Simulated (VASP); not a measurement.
Input:

```yaml
crystal:
  lattice:
    - [0.00000, 2.61789, 2.61789]
    - [2.61789, 0.00000, 2.61789]
    - [2.61789, 2.61789, 0.00000]
  atoms:
    - { symbol: Mg, position: [0.00000, 0.00000, 0.00000] }
    - { symbol: Se, position: [0.50000, 0.50000, 0.50000] }
```

Method: PBEsol GGA, VASP's PBE PAW potentials (set 64) (plane waves; VASP). Numerical set-up: 500 eV cut-off, 9×9×9 Γ-centred mesh, Gaussian smearing of 0.050 eV, potentials Mg Se.

Problem. Predict the energy per atom (σ→0), pressure.

Solution. 
| Property | Value |
|---|---|
| energy per atom (σ→0) | -3.989 eV/atom |
| pressure | 99.9 kbar |

The compound is MgSe in the rock salt structure. It was relaxed first under an external pressure of 10 GPa.
